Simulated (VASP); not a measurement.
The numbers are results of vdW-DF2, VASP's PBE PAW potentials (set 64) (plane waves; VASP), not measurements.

VASP ran on this input.

KPOINTS:
```
Automatic mesh
0
Gamma
7 7 7
0 0 0
```

POSCAR:
```
CdTe
1
    0.0000000000     3.4393786387     3.4393786387
    3.4393786387     0.0000000000     3.4393786387
    3.4393786387     3.4393786387     0.0000000000
Cd Te
1 1
Direct
  0.0000000000   0.0000000000   0.0000000000
  0.2500000000   0.2500000000   0.2500000000
```

INCAR:
```
SYSTEM = CdTe
PREC = Accurate
ENCUT = 520
EDIFF = 1E-7
NELM = 100
ALGO = Normal
LREAL = .FALSE.
LASPH = .TRUE.
ISMEAR = 0
SIGMA = 0.05
GGA = ML
ZAB_VDW = -1.8867
LUSE_VDW = .TRUE.
AGGAC = 0.0
LMAXMIX = 4
LWAVE = .FALSE.
LCHARG = .FALSE.
ISIF = 2
```

POTCAR, in this order: Cd Te (PBE.64 set). Program: vasp_std.

The run wrote:

### OSZICAR
```
       N       E                     dE             d eps       ncg     rms          rms(c)
DAV:   1     0.106582437989E+03    0.10658E+03   -0.81971E+03   520   0.118E+03
DAV:   2     0.494266950554E+01   -0.10164E+03   -0.97658E+02   590   0.271E+02
DAV:   3     0.518837891554E+00   -0.44238E+01   -0.44039E+01   620   0.586E+01
DAV:   4     0.472580254976E+00   -0.46258E-01   -0.46252E-01   704   0.532E+00
DAV:   5     0.472373877559E+00   -0.20638E-03   -0.20638E-03   625   0.322E-01    0.385E+00
DAV:   6     0.732589320084E+00    0.26022E+00   -0.54392E-01   570   0.795E+00    0.332E+00
DAV:   7     0.742411243669E+00    0.98219E-02   -0.99945E-02   550   0.223E+00    0.140E+00
DAV:   8     0.741400610623E+00   -0.10106E-02   -0.74916E-03   545   0.115E+00    0.365E-01
DAV:   9     0.740989088002E+00   -0.41152E-03   -0.16939E-03   550   0.436E-01    0.793E-02
DAV:  10     0.740968482281E+00   -0.20606E-04   -0.10042E-04   588   0.118E-01    0.577E-02
DAV:  11     0.740944299599E+00   -0.24183E-04   -0.53815E-05   540   0.743E-02    0.123E-02
DAV:  12     0.740944274607E+00   -0.24992E-07   -0.28708E-06   645   0.175E-02    0.505E-03
DAV:  13     0.740944448853E+00    0.17425E-06   -0.10268E-07   363   0.336E-03    0.328E-03
DAV:  14     0.740944545741E+00    0.96889E-07   -0.44479E-08   295   0.193E-03
   1 F= 0.74094455E+00 E0= 0.74107430E+00  d E =-.259518E-03
```

**OUTCAR**
```
------------------------ aborting loop because EDIFF is reached ----------------------------------------
  FORCE on cell =-STRESS in cart. coord.  units (eV):
  Direction    XX          YY          ZZ          XY          YZ          ZX
  --------------------------------------------------------------------------------------
  Total       -0.3909417     -0.3909417     -0.3909417      0.0000000      0.0000000      0.0000000
  in kB       -7.6975520     -7.6975520     -7.6975520      0.0000000      0.0000000      0.0000000
  external PRESSURE =      -7.6975520 kB  Pullay stress =       0.0000000 kB
  volume of cell :       81.37
      direct lattice vectors                 reciprocal lattice vectors
     0.000000000  3.439378639  3.439378639    -0.145375096  0.145375096  0.145375096
     3.439378639  0.000000000  3.439378639     0.145375096 -0.145375096  0.145375096
     3.439378639  3.439378639  0.000000000     0.145375096  0.145375096 -0.145375096
  FREE ENERGIE OF THE ION-ELECTRON SYSTEM (eV)
  ---------------------------------------------------
  free  energy   TOTEN  =         0.7409445457 eV

  energy  without entropy=        0.7412040634  energy(sigma->0) =        0.74107430
```
(Selected blocks of OUTCAR.)

The compound is CdTe in the zinc blende structure. This cell is one point of a volume scan, at 1.03 of the reference volume.
